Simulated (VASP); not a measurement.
Here is the system:

```xyz
2
Lattice="0.0000 3.3109 3.3109 3.3109 0.0000 3.3109 3.3109 3.3109 0.0000" Properties=species:S:1:pos:R:3 pbc="T T T"
La     0.0000     0.0000     0.0000
P      1.6554     1.6554     1.6554
```

Computed with PBE GGA, VASP's PBE PAW potentials (set 64) (plane waves; VASP 6.6.1). Numerical set-up: 400 eV cut-off, Gaussian smearing of 0.050 eV, potentials La P.

**Question.** Give the energies of bands 6 to 11 at the high-symmetry points, in eV from the valence-band maximum.

**Answer.** 
```
band      Γ      X      U      L      W
----  -----  -----  -----  -----  -----
6     -1.23  -1.89  -1.49  -1.09  -1.13
7     -1.23  -0.01  -0.36  -0.83  -0.96
8     -1.23  -0.01  -0.27  -0.83   0.00
9      1.78   1.62   1.53   2.48   1.52
10     2.87   2.60   2.69   2.69   2.56
11     2.87   2.79   2.71   2.71   2.76
```

The gap is direct, 1.52 eV, from the valence maximum at W to the conduction minimum at W.

The structure was generated: LaP was put into the zinc blende type (F-43m), which need not be its known phase. It was relaxed first, which changed the volume by -24 %.
